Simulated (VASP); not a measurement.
An input for Quantum ESPRESSO's pw.x (written as the equivalent of a VASP run, and not itself run):

```
&CONTROL
  calculation = 'vc-relax'
  pseudo_dir = './pseudo'
  outdir = './out'
  tprnfor = .true.
  tstress = .true.
  nstep = 60
  forc_conv_thr = 0.00039
/
&SYSTEM
  ibrav = 0
  nat = 1
  ntyp = 1
  ecutwfc = 76
  occupations = 'smearing'
  smearing = 'methfessel-paxton'
  degauss = 0.00735
  input_dft = 'pbesol'
/
&ELECTRONS
  conv_thr = 7.3e-08
  electron_maxstep = 100
/
&IONS
/
&CELL
/
ATOMIC_SPECIES
  B 10.810 B.upf
CELL_PARAMETERS angstrom
    -1.1484800    1.1484800    1.1484800
     1.1484800   -1.1484800    1.1484800
     1.1484800    1.1484800   -1.1484800
ATOMIC_POSITIONS crystal
  B    0.0000000  0.0000000  0.0000000
K_POINTS automatic
  20 20 20 0 0 0
```

Q: Write the VASP files for the same calculation (PBEsol).

A: This is not unique; one that fits is 
**INCAR**
```
ALGO  =  Normal
EDIFF  =  1E-6
EDIFFG  =  -0.01
ENCUT  =  520
GGA  =  PS
IBRION  =  2
ISIF  =  3
ISMEAR  =  1
LASPH  =  .True.
LCHARG  =  .False.
LREAL  =  .False.
LWAVE  =  .False.
NELM  =  100
NSW  =  60
PREC  =  Accurate
SIGMA  =  0.1
SYSTEM  =  B
```

KPOINTS:
```
Automatic
0
Gamma
 20 20 20
```

### POSCAR
```
B
1
   -1.1484799667     1.1484799667     1.1484799667
    1.1484799667    -1.1484799667     1.1484799667
    1.1484799667     1.1484799667    -1.1484799667
B
1
Direct
  0.0000000000   0.0000000000   0.0000000000
```

POTCAR, in this order: B (PBE.64 set). Program: vasp_std.

What does not carry over: the potentials are each code's own (VASP's PAW set, PseudoDojo norm-conserving files in pw.x), so ENCUT and ecutwfc are chosen apart and not converted; conv_thr bounds pw.x's estimated SCF error, while EDIFF bounds the energy change between steps; forc_conv_thr acts on force components and is met together with etot_conv_thr.

The structure was generated: B was put into the bcc type (Im-3m), which need not be its known phase. It was relaxed first. The start is the result of an earlier pass.
